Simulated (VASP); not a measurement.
Si2S:

```
Si S
1.0
     3.15063    0.00000    0.00000
     0.00000    3.15063    0.00000
     0.00000    0.00000    4.45566
Si S
2 1
Direct
  0.00000 0.00000 0.00000
  0.50000 0.50000 0.50000
  0.00000 0.00000 0.50000
```

The cell was built by a generator and needn't be a form met in nature.

The cell isn't the ideal one: ordered vacancies on the anion sites of rock salt (P4/mmm, No. 123).

```yaml
Program: VASP 6.6.1
Task: relaxation of cell and atoms
Functional: PBE
Potentials_or_basis: VASP PAW PBE potentials, release 64 (Si, S)
Cutoff: 600 eV
k_mesh: 6 × 6 × 4
Occupations: gaussian, width 0.1 eV
Spin: no spin polarisation
```

At the start: pressure 23.8 GPa; volume 14.74 Å³/atom.

Question: Where does the relaxation end?

Answer: Over 6 steps the energy falls by 305.9 meV/atom and the volume is 20.05 Å³/atom (+36.0 %); space group P4/mmm (No. 123, to 0.05 Å).

Step by step:
| step | energy change (eV) | largest force (eV/Å) | pressure (GPa) | volume (Å³) |
| --- | --- | --- | --- | --- |
| 1 | 0.0000 | 0.0000 | 23.83 | 44.23 |
| 2 | -0.9154 | 0.0000 | 0.36 | 59.80 |
| 3 | -0.9160 | 0.0000 | -0.20 | 60.54 |
| 4 | -0.9160 | 0.0000 | 0.08 | 60.18 |
| 5 | -0.9175 | 0.0000 | 0.23 | 60.16 |
| 6 | -0.9176 | 0.0000 | 0.26 | 60.16 |

Final structure:
```yaml
crystal:
  lattice:
    - [3.46472, 0.00000, 0.00000]
    - [0.00000, 3.46472, 0.00000]
    - [0.00000, 0.00000, 5.01121]
  atoms:
    - { symbol: Si, position: [0.00000, 0.00000, 0.00000] }
    - { symbol: Si, position: [0.50000, 0.50000, 0.50000] }
    - { symbol: S, position: [0.00000, 0.00000, 0.50000] }
```

Caveat: the volume moved by over 15 % at a fixed basis, so the end points are rough.
